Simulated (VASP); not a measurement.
VASP runs on TeSe2 (space group R-3m) share one base input (PBE GGA, plane waves, VASP's PBE PAW potentials (set 64)) and change the settings named in each case.

File KPOINTS:
```
Automatic
0
Gamma
 5 5 5
```

### INCAR
```
! general
SYSTEM  = TeSe2
PREC    = Accurate
ENCUT   = 300
LREAL   = F
LASPH   = T

! electronic loop
EDIFF   = 1E-6
NELM    = 100
ALGO    = Normal
LMAXMIX = 4

! smearing
ISMEAR  = 0
SIGMA   = 0.136

! functional
GGA     = PE

! ions
ISIF    = 2

! output
LWAVE   = F
LCHARG  = F
```

POSCAR:
```
TeSe2
1
    2.0016160000     1.1556340000     6.0683430000
   -2.0016160000     1.1556340000     6.0683430000
    0.0000000000    -2.3112680000     6.0683430000
Te Se
1 2
Direct
  0.0000000000   0.0000000000   0.0000000000
  0.2520000000   0.2520000000   0.2520000000
  0.7480000000   0.7480000000   0.7480000000
```

POTCAR, in this order: Te Se (PBE.64 set). Program: vasp_std.

```json
[
 {"change": "base run", "E(σ→0) (eV/atom)": "-3.3027", "pressure (GPa)": "6.28", "largest force (eV/Å)": "1.290", "−TS (eV)": "-0.0056"},
 {"change": "GGA = PS", "E(σ→0) (eV/atom)": "-3.6893", "pressure (GPa)": "…", "largest force (eV/Å)": "…", "−TS (eV)": "…"},
 {"change": "GGA_COMPAT = .FALSE., LNONCOLLINEAR = .TRUE., LSORBIT = .TRUE., MAGMOM = 0.0 0.0 0.0 0.0 0.0 0.0 0.0 0.0 0.0, program vasp_ncl", "E(σ→0) (eV/atom)": "-3.3454", "pressure (GPa)": "…", "largest force (eV/Å)": "…", "−TS (eV)": "…"},
 {"change": "KPOINTS 1×1×1 Γ-centred mesh", "E(σ→0) (eV/atom)": "-0.1302", "pressure (GPa)": "35.93", "largest force (eV/Å)": "0.316", "−TS (eV)": "0.0000"}
]
```

### Question
Some entries are withheld; supply them.

### Answer

- GGA = PS, pressure (GPa): 3.65
- GGA = PS, largest force (eV/Å): 1.105
- GGA = PS, −TS (eV): -0.0059
- GGA_COMPAT = .FALSE., LNONCOLLINEAR = .TRUE., LSORBIT = .TRUE., MAGMOM = 0.0 0.0 0.0 0.0 0.0 0.0 0.0 0.0 0.0, program vasp_ncl, pressure (GPa): 6.36
- GGA_COMPAT = .FALSE., LNONCOLLINEAR = .TRUE., LSORBIT = .TRUE., MAGMOM = 0.0 0.0 0.0 0.0 0.0 0.0 0.0 0.0 0.0, program vasp_ncl, largest force (eV/Å): 1.310
- GGA_COMPAT = .FALSE., LNONCOLLINEAR = .TRUE., LSORBIT = .TRUE., MAGMOM = 0.0 0.0 0.0 0.0 0.0 0.0 0.0 0.0 0.0, program vasp_ncl, −TS (eV): -0.0065

Energies of different potentials or functionals have different zeros. Unless said otherwise, spin-orbit coupling is left out, though it shifts the bands of the heavy elements here.

Left out are runs that ran out of time, are held back, or changed the cell or the kind of run, fixed moments of cells without a moment, rows past the twelfth, gaps on odd meshes, pressures of charged cells and columns that move by less than the noise.

The structure was generated: TeSe2 was put into an ordered model structure, which need not be its known phase. The cell was not relaxed at this level, forces remain on its atoms.
